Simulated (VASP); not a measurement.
OSZICAR of a VASP run on SrVO3 (cubic perovskite):

**OSZICAR**
```
       N       E                     dE             d eps       ncg     rms          rms(c)
DAV:   1     0.465945499824E+03    0.46595E+03   -0.24196E+04   960   0.178E+03
DAV:   2    -0.179469507532E+02   -0.48389E+03   -0.47984E+03  1232   0.493E+02
DAV:   3    -0.463829073886E+02   -0.28436E+02   -0.28226E+02  1024   0.127E+02
DAV:   4    -0.472803952294E+02   -0.89749E+00   -0.89738E+00  1664   0.202E+01
DAV:   5    -0.472903927523E+02   -0.99975E-02   -0.99950E-02  1144   0.146E+00    0.361E+01
DAV:   6    -0.373955813238E+02    0.98948E+01   -0.10134E+02  1304   0.754E+01    0.179E+01
DAV:   7    -0.365433636198E+02    0.85222E+00   -0.29523E+01  1152   0.471E+01    0.153E+01
DAV:   8    -0.359375038363E+02    0.60586E+00   -0.31511E+00  1136   0.158E+01    0.410E+00
DAV:   9    -0.359712616224E+02   -0.33758E-01   -0.36382E-01  1296   0.419E+00    0.200E+00
DAV:  10    -0.359495063439E+02    0.21755E-01   -0.32514E-01  1080   0.525E+00    0.778E-01
DAV:  11    -0.359440384981E+02    0.54678E-02   -0.59796E-02  1056   0.203E+00    0.349E-01
DAV:  12    -0.359433154083E+02    0.72309E-03   -0.52785E-03  1216   0.669E-01    0.896E-02
DAV:  13    -0.359432975498E+02    0.17859E-04   -0.29315E-04  1168   0.145E-01    0.251E-02
DAV:  14    -0.359432933903E+02    0.41595E-05   -0.75155E-05  1144   0.502E-02    0.135E-02
DAV:  15    -0.359432960192E+02   -0.26289E-05   -0.25745E-05  1112   0.438E-02    0.158E-02
DAV:  16    -0.359432942546E+02    0.17646E-05   -0.79580E-06   912   0.257E-02    0.414E-03
DAV:  17    -0.359432941843E+02    0.70332E-07   -0.45720E-07   496   0.558E-03
   1 F= -.35943294E+02 E0= -.35942280E+02  d E =-.359433E+02
```

Question: Which electronic solver shows in the log?

Answer: It is blocked Davidson (ALGO = Normal, or the opening steps of other solvers). The INCAR had ALGO = Normal.

Question: How was spin treated?

Answer: Without spin polarisation: there is no mag entry.

Question: Can the final energy be trusted as converged?

Answer: The calculation finished and met its thresholds. It stopped with EDIFF = 1E-6, NELM = 100, NSW = 60 and EDIFFG = -0.02 after 1 ionic step (PBE GGA + U (Dudarev), plane waves, VASP's PBE PAW potentials (set 64)).

The compound is SrVO3 in the cubic perovskite structure. It was relaxed first. The start is the result of an earlier pass. The run is not spin-polarised, so no magnetic state was tried. The electron count is odd and the run is not spin-polarised, which forces a metal. A gapless solution with U can be a metastable orbital state.
